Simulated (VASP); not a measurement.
```
HgI2
1.0
    2.46657    -3.70211     0.00000
    2.46657     3.70211     0.00000
    0.00000     0.00000    13.90428
Hg I
2 4
Direct
  0.65651   0.34349   0.00125
  0.34349   0.65651   0.50125
  0.60265   0.39735   0.63110
  0.39735   0.60265   0.13110
  0.08497   0.91503   0.37094
  0.91503   0.08497   0.87094
```

Computed with PBEsol GGA, VASP's PBE PAW potentials (set 64) (plane waves; VASP). Settings: 300 eV cut-off, 4×4×1 Γ-centred mesh, Gaussian smearing of 0.010 eV, potentials Hg I.

Q: Give the force on each atom (eV/Å).

A: 
| atom | Fx | Fy | Fz |
|---|---|---|---|
| Hg1 | 0.000 | 0.003 | 0.002 |
| Hg2 | 0.000 | -0.003 | 0.002 |
| I3 | 0.000 | -0.058 | 0.007 |
| I4 | 0.000 | 0.058 | 0.007 |
| I5 | 0.000 | 0.047 | -0.009 |
| I6 | 0.000 | -0.047 | -0.009 |

Q: Give the stress tensor in GPa (positive for a compressed cell).

A: 
```
-0.50   0.00   0.00
 0.00  -0.28   0.00
 0.00   0.00  -0.40
```
The pressure is its mean diagonal, -0.39 GPa.

The structure comes from a computed database's HgI2 entry (Cmc2_1); how it stands against other phases isn't given here. The cell was not relaxed at this level. The k-mesh is coarse (spacing up to 0.45 per Å, 2π included), so the numbers may not be converged in it.
